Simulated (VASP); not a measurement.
An input for Quantum ESPRESSO's pw.x (written as the equivalent of a VASP run, and not itself run):

```
&CONTROL
  calculation = 'vc-relax'
  pseudo_dir = './pseudo'
  outdir = './out'
  tprnfor = .true.
  tstress = .true.
  nstep = 40
  forc_conv_thr = 0.00078
/
&SYSTEM
  ibrav = 0
  nat = 2
  ntyp = 2
  ecutwfc = 50
  occupations = 'smearing'
  smearing = 'gaussian'
  degauss = 0.003675
  input_dft = 'pbesol'
/
&ELECTRONS
  conv_thr = 7.3e-08
  electron_maxstep = 100
/
&IONS
/
&CELL
  press = 200
/
ATOMIC_SPECIES
  Cs 132.905 Cs.upf
  Br 79.904 Br.upf
CELL_PARAMETERS angstrom
     3.6927835   -0.0000000    0.0000000
     0.0000000    3.6927835   -0.0000000
     0.0000000    0.0000000    3.6927835
ATOMIC_POSITIONS crystal
  Cs   0.0000000  0.0000000  0.0000000
  Br   0.5000000  0.5000000  0.5000000
K_POINTS automatic
  7 7 7 0 0 0
```

Problem. Write the VASP files for the same calculation (PBEsol).

Solution. One answer among several that fit: 
### KPOINTS
```
K-points
0
G
  7 7 7
0 0 0
```

### INCAR
```
SYSTEM = CsBr
PREC = Accurate; ENCUT = 500; LREAL = .False.
LASPH = .True.
EDIFF = 1E-6; NELM = 100; ALGO = Normal
LMAXMIX = 4
ISMEAR = 0; SIGMA = 0.05
GGA = PS
IBRION = 2; NSW = 40; ISIF = 3
EDIFFG = -0.02; PSTRESS = 200
LWAVE = .False.; LCHARG = .False.
```

### POSCAR
```
CsBr
1.0
  3.6927835376   0.0000000000   0.0000000000
  0.0000000000   3.6927835376   0.0000000000
  0.0000000000   0.0000000000   3.6927835376
Cs Br
1 1
Direct
  0.0000000000   0.0000000000   0.0000000000
  0.5000000000   0.5000000000   0.5000000000
```

POTCAR, in this order: Cs_sv Br (PBE.64 set). Program: vasp_std.

Limits of the translation: the potentials are each code's own (VASP's PAW set, PseudoDojo norm-conserving files in pw.x), so ENCUT and ecutwfc are chosen apart and not converted; conv_thr bounds pw.x's estimated SCF error, while EDIFF bounds the energy change between steps; forc_conv_thr acts on force components and is met together with etot_conv_thr.

The compound is CsBr in the CsCl type structure. It was relaxed first under an external pressure of 20 GPa.
